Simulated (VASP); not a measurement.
# RbAl2 (P4/mmm) in VASP: equation of state

Aim: energy against volume of RbAl2 in PBE, for its equilibrium volume and stiffness.

Everything below comes from runs of VASP 6.6.1. Logs are shortened: lines on timing, memory, paths and dates and some standing lists are left out, and cuts for length are marked.

### Step 1. The structure

It takes space group P4/mmm (No. 123, tetragonal). Conventional cell: a = 6.811 Å, b = 6.811 Å, c = 2.967 Å, α = 90.00°, β = 90.00°, γ = 90.00°. Rb (site symmetry 4/mmm) has 2 Rb at 2.97 Å as nearest neighbours. Al (site symmetry mmm) has 2 Al at 2.97 Å as nearest neighbours.

The cell was built by a generator and needn't be a form met in nature.

### Step 2. Equation of state, PBE, 43.12 Å³/atom (volume scaled by 0.94)

The input, INCAR:

```
SYSTEM = RbAl2
PREC = Accurate
ENCUT = 520
EDIFF = 1E-7
ISMEAR = -1
SIGMA = 0.05
LREAL = .FALSE.
LASPH = .TRUE.
NELM = 80
ALGO = Normal
ISIF = 2
LWAVE = .FALSE.
LCHARG = .FALSE.
GGA = PE
NBANDS = 14
```

The input, KPOINTS:

```
Automatic mesh
0
G
  4 4 9
  0 0 0
```

The input, POSCAR:

```
RbAl2
1.0
    6.6719511906      0.0000000000      0.0000000000
    0.0000000000      6.6719511906      0.0000000000
    0.0000000000      0.0000000000      2.9062066798
Rb Al
1 2
Direct
    0.0000000000      0.0000000000      0.0000000000
    0.5000000000      0.0000000000      0.5000000000
    0.0000000000      0.5000000000      0.5000000000
```

Potentials or basis: VASP PAW PBE potentials, release 64 (Rb_sv, Al).

Command:

```console
$ cat potpaw_PBE.64/Rb_sv/POTCAR potpaw_PBE.64/Al/POTCAR > POTCAR
$ mpirun -np 1 vasp_std > vasp.out
```

OUTCAR:

```text
SYSTEM = RbAl2
   PREC = Accurate
   ENCUT = 520
   EDIFF = 1E-7
   ISMEAR = -1
   LREAL = .FALSE.
   LASPH = .TRUE.
   NELM = 80
   ISIF = 2
   GGA = PE

 Found     30 irreducible k-points:

 Following reciprocal coordinates:
            Coordinates               Weight
  0.000000  0.000000  0.000000      1.000000
  0.250000  0.000000  0.000000      4.000000
  0.500000  0.000000  0.000000      2.000000
  0.250000  0.250000  0.000000      4.000000
  0.500000  0.250000  0.000000      4.000000
  0.500000  0.500000  0.000000      1.000000
   k-points           NKPTS =     30   k-points in BZ     NKDIM =     30   number of bands    NBANDS=     14
   number of dos      NEDOS =    301   number of ions     NIONS =      3
   total plane-waves  NPLWV =  60000
   dimension x,y,z NGX =    50 NGY =   50 NGZ =   24
   dimension x,y,z NGXF=   100 NGYF=  100 NGZF=   48
   ions per type =               1   2
   NGX,Y,Z   is equivalent  to a cutoff of  12.46, 12.46, 13.73 a.u.
   NGXF,Y,Z  is equivalent  to a cutoff of  24.92, 24.92, 27.46 a.u.
 SYSTEM =  RbAl2
   PREC   = accura    normal or accurate (medium, high low for compatibility)
   ISTART =      0    job   : 0-new  1-cont  2-samecut
   ICHARG =      2    charge: 1-file 2-atom 10-const
   ISPIN  =      1    spin polarized calculation?
   LNONCOLLINEAR =      F non collinear calculations
   LSORBIT =      F    spin-orbit coupling
   LASPH  =      T    aspherical Exc in radial PAW
   ENCUT  =  520.0 eV  38.22 Ry    6.18 a.u.  12.41 12.41  5.40*2*pi/ulx,y,z
   NELM   =     80;   NELMIN=  2; NELMDL= -5     # of ELM steps
   EDIFF  = 0.1E-06   stopping-criterion for ELM
   LREAL  =      F    real-space projection
   EDIFFG = 0.1E-05   stopping-criterion for IOM
   NSW    =      0    number of steps for IOM
   IBRION =     -1    ionic relax: 0-MD 1-quasi-New 2-CG
   NFREE  =      0    steps in history (QN), initial steepest desc. (CG)
   ISIF   =      2    stress and relaxation
   ISYM   =      2    0-nonsym 1-usesym 2-fastsym
   POTIM  = 0.5000    time-step for ionic-motion
   TEBEG  =    0.0;   TEEND  =   0.0 temperature during run
   PSTRESS=    0.0 pullay stress
   NELECT =      15.0000    total number of electrons
   NUPDOWN=      -1.0000    fix difference up-down
   EMIN   =  10.00;   EMAX   =-10.00  energy-range for DOS
   EFERMI =   0.00;   METHOD = LEGACY
   ISMEAR =    -1;   SIGMA  =   0.05  broadening in eV -4-tet -1-fermi 0-gaus
   EFERMI_NEDOS =   21; number of points for ismear=-14 and -15
   IALGO  =     38    algorithm
   IMIX   =      4    mixing-type and parameters
     AMIX     =   0.40;   BMIX     =  1.00
     AMIX_MAG =   1.60;   BMIX_MAG =  1.00
  volume/ion in A,a.u.               =      43.12       291.01
  Fermi-wavevector in a.u.,A,eV,Ry     =   0.798291  1.508551  8.670562  0.637268
  Thomas-Fermi vector in A             =   1.905173
   LORBIT       =      0    0 simple, 1 ext, 2 COOP (PROOUT), +10 PAW based schemes
   GGA     = PE    functional components
   LHFCALC =     F    Hartree Fock is set to
   AEXX    =    0.0000 exact exchange contribution
   IVDW    =     0    specifies the selected vdW correction
   LEPSILON=     F    determine dielectric tensor
   LRPA    =     F    only Hartree local field effects (RPA)
 non-spin polarized calculation
  energy-cutoff  :      520.00
  volume of cell :      129.37
 maximum number of plane-waves:      3539
 NGX is ok and might be reduce to    50
   NGX = 25   NGY = 25   NGZ = 11

 number of electron      15.0000000 magnetization

 Free energy of the ion-electron system (eV)
  ---------------------------------------------------
  ext. energy  EPLUGINS =         0.00000000
  ---------------------------------------------------
  free energy    TOTEN  =        -5.11728047 eV

  energy without entropy =       -5.09545905  energy(sigma->0) =       -5.10636976

 E-fermi :   0.9959     XC(G=0):  -6.8918

 val. band max:        0.9794096099   @ k =   0.5000   0.0000   0.0000
 cond. band min:       1.0982076480   @ k =   0.2500   0.0000   0.2222
 fundamental gap:      0.1187980381
 Fermi energy:         0.9959063299

 k-point     1 :       0.0000    0.0000    0.0000
  band No.  band energies     occupation
      1     -27.5887      2.00000
      2     -11.6367      2.00000
      3     -11.6367      2.00000
      4      -9.8078      2.00000
      5      -4.9952      2.00000
      6      -4.2934      2.00000
      7       0.4078      1.99998
      8       0.4078      1.99998
      9       2.0954      0.00000
     10       2.0954      0.00000
     11       3.2400      0.00000
     12       3.4759      0.00000
     13       4.3300      0.00000
     14       5.5375      0.00000

 k-point     2 :       0.2500    0.0000    0.0000
  band No.  band energies     occupation
      1     -27.5886      2.00000
      2     -11.6462      2.00000
      3     -11.6364      2.00000
      4      -9.8078      2.00000
      5      -4.8552      2.00000
      6      -4.3174      2.00000
      7       0.1816      2.00000
      8       0.5132      1.99987
      9       1.3871      0.00080
     10       1.5023      0.00008
     11       3.9059      0.00000
     12       4.2119      0.00000
     13       5.0269      0.00000
     14       5.7215      0.00000

 k-point     3 :       0.5000    0.0000    0.0000
  band No.  band energies     occupation
      1     -27.5886      2.00000
      2     -11.6557      2.00000
      3     -11.6362      2.00000
      4      -9.8078      2.00000
      5      -4.6707      2.00000
      6      -4.3791      2.00000
      7      -0.0374      2.00000
      8       0.7671      1.97962
      9       0.9336      1.55324
     10       0.9794      1.16349
     11       4.1330      0.00000
     12       5.4391      0.00000
     13       5.7546      0.00000
     14       6.1030      0.00000

 k-point     4 :       0.2500    0.2500    0.0000
  band No.  band energies     occupation
      1     -27.5886      2.00000
      2     -11.6460      2.00000
      3     -11.6459      2.00000
      4      -9.8078      2.00000
      5      -4.7113      2.00000
      6      -4.3224      2.00000
      7      -0.1978      2.00000
      8       0.4520      1.99996
      9       0.7974      1.96292
     10       2.0377      0.00000
     11       4.0527      0.00000
     12       4.3052      0.00000
     13       5.6987      0.00000
     14       6.4751      0.00000

 k-point     5 :       0.5000    0.2500    0.0000
  band No.  band energies     occupation
      1     -27.5886      2.00000
      2     -11.6554      2.00000
      3     -11.6456      2.00000
      4      -9.8078      2.00000
      5      -4.5195      2.00000
      6      -4.3632      2.00000
      7      -0.4585      2.00000
      8       0.0034      2.00000
      9       0.9674      1.27780
     10       1.9678      0.00000
     11       4.3416      0.00000
     12       5.1518      0.00000
     13       5.6080      0.00000
     14       6.7003      0.00000

 k-point     6 :       0.5000    0.5000    0.0000
  band No.  band energies     occupation
      1     -27.5885      2.00000
      2     -11.6551      2.00000
      3     -11.6551      2.00000
      4      -9.8078      2.00000
      5      -4.3468      2.00000
      6      -4.3468      2.00000
      7      -0.8671      2.00000
      8      -0.3042      2.00000
      9       0.9767      1.18937
     10       2.6003      0.00000
     11       4.4732      0.00000
     12       5.2851      0.00000
     13       5.2851      0.00000
     14       6.0868      0.00000

 [... further k-points ...]

------------------------ aborting loop because EDIFF is reached ----------------------------------------

  FORCE on cell =-STRESS in cart. coord.  units (eV):
  Direction    XX          YY          ZZ          XY          YZ          ZX
  --------------------------------------------------------------------------------------
  -------------------------------------------------------------------------------------
  Total        0.1305310      0.1305310      1.9121421      0.0000000      0.0000000      0.0000000
  in kB        1.6165605      1.6165605     23.6809177      0.0000000      0.0000000      0.0000000
  external PRESSURE =       8.9713463 kB  Pullay stress =       0.0000000 kB

 VOLUME and BASIS-vectors are now :
 -----------------------------------------------------------------------------
  energy-cutoff  :      520.00
  volume of cell :      129.37
      direct lattice vectors                 reciprocal lattice vectors
     6.671951191  0.000000000  0.000000000     0.149881192  0.000000000  0.000000000
     0.000000000  6.671951191  0.000000000     0.000000000  0.149881192  0.000000000
     0.000000000  0.000000000  2.906206680     0.000000000  0.000000000  0.344091150

 POSITION                                       TOTAL-FORCE (eV/Angst)
 -----------------------------------------------------------------------------------
      0.00000      0.00000      0.00000         0.000000      0.000000      0.000000
      3.33598      0.00000      1.45310         0.000000      0.000000      0.000000
      0.00000      3.33598      1.45310         0.000000      0.000000      0.000000
 -----------------------------------------------------------------------------------
    total drift:                                0.000000      0.000000     -0.000000

  FREE ENERGIE OF THE ION-ELECTRON SYSTEM (eV)
  ---------------------------------------------------
  free  energy   TOTEN  =        -5.1172804703 eV

  energy  without entropy=       -5.0954590466  energy(sigma->0) =       -5.10636976
```

It took 77 s on 1 thread of Intel Xeon Platinum 8175M at 2.50GHz (Skylake/Cascade Lake), shared host; peak memory 0.25 GiB.

What came out:

```yaml
Free_energy: -5.1173 eV
Pressure: 0.9 GPa
Band_gap_on_the_k_mesh: none (metal or under the smearing width)
```

### Step 3. Equation of state, PBE, 44.04 Å³/atom (volume scaled by 0.96)

The input, INCAR:

```
SYSTEM = RbAl2
PREC = Accurate
ENCUT = 520
EDIFF = 1E-7
ISMEAR = -1
SIGMA = 0.05
LREAL = .False.
LASPH = .True.
NELM = 100
ALGO = Normal
ISIF = 2
LWAVE = .False.
LCHARG = .False.
GGA = PE
NBANDS = 14
```

The input, KPOINTS:

```
Automatic mesh
0
Gamma
  4 4 9
  0 0 0
```

The input, POSCAR:

```
RbAl2
1.0
    6.7189383105      0.0000000000      0.0000000000
    0.0000000000      6.7189383105      0.0000000000
    0.0000000000      0.0000000000      2.9266735983
Rb Al
1 2
Direct
    0.0000000000      0.0000000000      0.0000000000
    0.5000000000      0.0000000000      0.5000000000
    0.0000000000      0.5000000000      0.5000000000
```

Potentials or basis: VASP PAW PBE potentials, release 64 (Rb_sv, Al).

Command:

```console
$ cat potpaw_PBE.64/Rb_sv/POTCAR potpaw_PBE.64/Al/POTCAR > POTCAR
$ mpirun -np 1 vasp_std > vasp.out
```

Wall time 80 s (1 thread of Intel Xeon Platinum 8175M at 2.50GHz (Skylake/Cascade Lake), shared host); peak memory 0.25 GiB.

Results (log left out):

- Free energy: -5.1304 eV
- Pressure: 0.6 GPa
- Band gap on the k mesh: none (metal or under the smearing width)

### Step 4. Equation of state, PBE, 44.96 Å³/atom (volume scaled by 0.98)

The input, INCAR:

```
SYSTEM = RbAl2
PREC = Accurate ; ENCUT = 520
EDIFF = 1E-7 ; ISMEAR = -1
SIGMA = 0.05 ; LREAL = .False.
LASPH = .True. ; NELM = 80
ALGO = Normal ; ISIF = 2
LWAVE = .False. ; LCHARG = .False.
GGA = PE ; NBANDS = 14
```

The input, KPOINTS:

```
regular mesh
0
Gamma
  4 4 9
  0 0 0
```

The input, POSCAR:

```
RbAl2
1.0
    6.7652772804      0.0000000000      0.0000000000
    0.0000000000      6.7652772804      0.0000000000
    0.0000000000      0.0000000000      2.9468581920
Rb Al
1 2
Direct
    0.0000000000      0.0000000000      0.0000000000
    0.5000000000      0.0000000000      0.5000000000
    0.0000000000      0.5000000000      0.5000000000
```

Command:

```console
$ cat potpaw_PBE.64/Rb_sv/POTCAR potpaw_PBE.64/Al/POTCAR > POTCAR
$ mpirun -np 1 vasp_std > vasp.out
```

It took 73 s on 1 thread of Intel Xeon Platinum 8175M at 2.50GHz (Skylake/Cascade Lake), shared host; peak memory 0.25 GiB.

It converged, with:

| Property | Result |
| --- | --- |
| Free energy | -5.1393 eV |
| Pressure | 0.4 GPa |
| Band gap on the k mesh | none (metal or under the smearing width) |

### Step 5. Equation of state, PBE, 46.79 Å³/atom (volume scaled by 1.02)

The input, INCAR:

```
SYSTEM = RbAl2
PREC     = Accurate       ! precision mode
ENCUT    = 520            ! plane-wave cutoff, eV
EDIFF    = 1E-7           ! SCF threshold, eV
ISMEAR   = -1             ! smearing method
SIGMA    = 0.05           ! smearing width, eV
LREAL    = .FALSE.        ! projectors in reciprocal space
LASPH    = .TRUE.         ! aspherical terms in the spheres
NELM     = 100            ! most SCF steps
ALGO     = Normal         ! electronic algorithm
ISIF     = 2              ! what is computed and relaxed
LWAVE    = .FALSE.        ! write WAVECAR
LCHARG   = .FALSE.        ! write CHGCAR
GGA      = PE             ! functional
NBANDS   = 14             ! bands
```

The input, KPOINTS:

```
regular mesh
0
G
  4 4 9
  0 0 0
```

The input, POSCAR:

```
RbAl2
1.0
    6.8560972086      0.0000000000      0.0000000000
    0.0000000000      6.8560972086      0.0000000000
    0.0000000000      0.0000000000      2.9864180560
Rb Al
1 2
Direct
    0.0000000000      0.0000000000      0.0000000000
    0.5000000000      0.0000000000      0.5000000000
    0.0000000000      0.5000000000      0.5000000000
```

Command:

```console
$ cat potpaw_PBE.64/Rb_sv/POTCAR potpaw_PBE.64/Al/POTCAR > POTCAR
$ mpirun -np 1 vasp_std > vasp.out
```

Wall time 1.7 min (1 thread of Intel Xeon Platinum 8175M at 2.50GHz (Skylake/Cascade Lake), shared host); peak memory 0.26 GiB.

It converged, with:

```
Free energy            : -5.1453 eV
Pressure               : 0.0 GPa
Band gap on the k mesh : none (metal or under the smearing width)
```

### Step 6. Equation of state, PBE, 47.71 Å³/atom (volume scaled by 1.04)

The input, INCAR:

```
SYSTEM = RbAl2
PREC = Accurate
ENCUT = 520
EDIFF = 1E-7
ISMEAR = -1
SIGMA = 0.05
LREAL = .FALSE.
LASPH = .TRUE.
NELM = 100
ALGO = Normal
ISIF = 2
LWAVE = .FALSE.
LCHARG = .FALSE.
GGA = PE
NBANDS = 14
```

The input, KPOINTS:

```
Automatic mesh
0
G
  4 4 9
  0 0 0
```

The input, POSCAR:

```
RbAl2
1.0
    6.9006185678      0.0000000000      0.0000000000
    0.0000000000      6.9006185678      0.0000000000
    0.0000000000      0.0000000000      3.0058109245
Rb Al
1 2
Direct
    0.0000000000      0.0000000000      0.0000000000
    0.5000000000      0.0000000000      0.5000000000
    0.0000000000      0.5000000000      0.5000000000
```

Potentials or basis: VASP PAW PBE potentials, release 64 (Rb_sv, Al).

Command:

```console
$ cat potpaw_PBE.64/Rb_sv/POTCAR potpaw_PBE.64/Al/POTCAR > POTCAR
$ mpirun -np 1 vasp_std > vasp.out
```

Wall time 65 s (1 thread of Intel Xeon Platinum 8175M at 2.50GHz (Skylake/Cascade Lake), shared host); peak memory 0.26 GiB.

It converged, with:

```
Free energy            : -5.1432 eV
Pressure               : -0.2 GPa
Band gap on the k mesh : none (metal or under the smearing width)
```

### Step 7. Equation of state, PBE, 48.63 Å³/atom (volume scaled by 1.06)

The input, INCAR:

```
PREC = Accurate ; ENCUT = 520
EDIFF = 1E-7 ; ISMEAR = -1
SIGMA = 0.05 ; LREAL = False
LASPH = True ; NELM = 60
ALGO = Normal ; ISIF = 2
LWAVE = False ; LCHARG = False
GGA = PE ; NBANDS = 14
```

The input, KPOINTS:

```
regular mesh
0
Gamma
  4 4 9
```

The input, POSCAR:

```
RbAl2
1.0
    6.9445727374      0.0000000000      0.0000000000
    0.0000000000      6.9445727374      0.0000000000
    0.0000000000      0.0000000000      3.0249567332
Rb Al
1 2
Direct
    0.0000000000      0.0000000000      0.0000000000
    0.5000000000      0.0000000000      0.5000000000
    0.0000000000      0.5000000000      0.5000000000
```

Command:

```console
$ cat potpaw_PBE.64/Rb_sv/POTCAR potpaw_PBE.64/Al/POTCAR > POTCAR
$ mpirun -np 1 vasp_std > vasp.out
```

It took 71 s on 1 thread of Intel Xeon Platinum 8175M at 2.50GHz (Skylake/Cascade Lake), shared host; peak memory 0.26 GiB.

It converged, with:

```yaml
Free_energy: -5.1381 eV
Pressure: -0.4 GPa
Band_gap_on_the_k_mesh: none (metal or under the smearing width)
```

### Step 8. Equation of state, PBE

No new run: the results of the series are fitted here.

What came out:

```
Equilibrium volume                        : 46.66 Å³/atom
Bulk modulus at fixed shape and positions : 9.9 GPa
Pressure derivative of the bulk modulus   : 3.8
```

Energy against volume, from the lowest point:
```csv
volume (Å³/atom),energy (meV/atom)
43.123,9.33
44.041,4.94
44.958,2.01
45.876,0.40
46.793,0.00
47.711,0.69
48.628,2.38
```

Caveat: the cell was scaled at fixed shape and fractional positions, which overstates the stiffness of a crystal with free parameters, most of all of layers and chains.
